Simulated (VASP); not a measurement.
OSZICAR of a VASP run on Al (space group P6_3/mmc):

**OSZICAR**
```
       N       E                     dE             d eps       ncg     rms          rms(c)
DAV:   1    -0.193156728275E+01   -0.19316E+01   -0.20192E+03  1190   0.545E+02
DAV:   2    -0.832874662726E+01   -0.63972E+01   -0.59822E+01  1666   0.463E+01
DAV:   3    -0.838302464381E+01   -0.54278E-01   -0.54229E-01  1673   0.536E+00
DAV:   4    -0.838315558912E+01   -0.13095E-03   -0.13094E-03  1736   0.247E-01
DAV:   5    -0.838315575534E+01   -0.16622E-06   -0.16559E-06  1631   0.641E-03    0.199E+00
DAV:   6    -0.834491766219E+01    0.38238E-01   -0.52652E-03  1393   0.463E-01    0.111E+00
DAV:   7    -0.832057282698E+01    0.24345E-01   -0.12147E-02  1414   0.688E-01    0.196E-01
DAV:   8    -0.832037782811E+01    0.19500E-03   -0.14312E-04  1911   0.891E-02    0.119E-02
DAV:   9    -0.832037738207E+01    0.44604E-06   -0.45513E-07  1533   0.518E-03
   1 F= -.83203774E+01 E0= -.83204015E+01  d E =-.832038E+01
```

Which electronic solver shows in the log?

It is blocked Davidson (ALGO = Normal, or the opening steps of other solvers). The INCAR had ALGO = Normal.

Can the final energy be trusted as converged?

Self-consistency was reached. It stopped with EDIFF = 1E-6, NELM = 100, NSW = 60 and EDIFFG = -0.01 after 1 ionic step (LDA (Ceperley-Alder, Perdew-Zunger), plane waves, VASP's LDA PAW potentials (set 64)).

The structure comes from a computed database's Al entry (P6_3/mmc); how it stands against other phases isn't given here. It was relaxed first. The start is the result of an earlier pass.
